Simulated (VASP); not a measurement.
Runs of VASP 6.6.1 on Ir. It takes space group Fm-3m (No. 225, cubic). The conventional cell has a = 3.835 Å, b = 3.835 Å, c = 3.835 Å, α = 90.00°, β = 90.00°, γ = 90.00°. Ir (site symmetry m-3m) is surrounded by 12 Ir at 2.71 Å. 

```tsv
task	level	potentials or basis	spin	cell	k mesh	cutoff (eV)	k mesh for the DOS	occupations for the DOS	pressure (GPa)
band structure	PBE	VASP PAW PBE potentials, release 64 (Ir)	SOC, no magnetisation	Fm-3m, 14.1 Å³/atom	10 × 10 × 10	520	-	-	12.0
relaxation of cell and atoms	PBEsol	VASP PAW PBE potentials, release 64 (Ir)	off	relaxed	16 × 16 × 16	600	-	-	0.0
band structure	r2SCAN	VASP PAW PBE potentials, release 64 (Ir)	off	Fm-3m, 14.1 Å³/atom	16 × 16 × 16	520	-	-	(a)
band structure	PBE	VASP PAW PBE potentials, release 64 (Ir)	off	Fm-3m, 14.1 Å³/atom	16 × 16 × 16	520	-	-	11.3
band structure	LDA	VASP PAW LDA potentials, release 64 (Ir)	off	Fm-3m, 14.1 Å³/atom	16 × 16 × 16	520	-	-	-4.8
```

Alike in all rows: smearing methfessel-paxton 0.1 eV.

**Question.** Fill in the values left out.

**Answer.** (a) 5.7.

Caveats: the PAW data sets were made with another functional, which shifts forces and pressure a little (some runs).
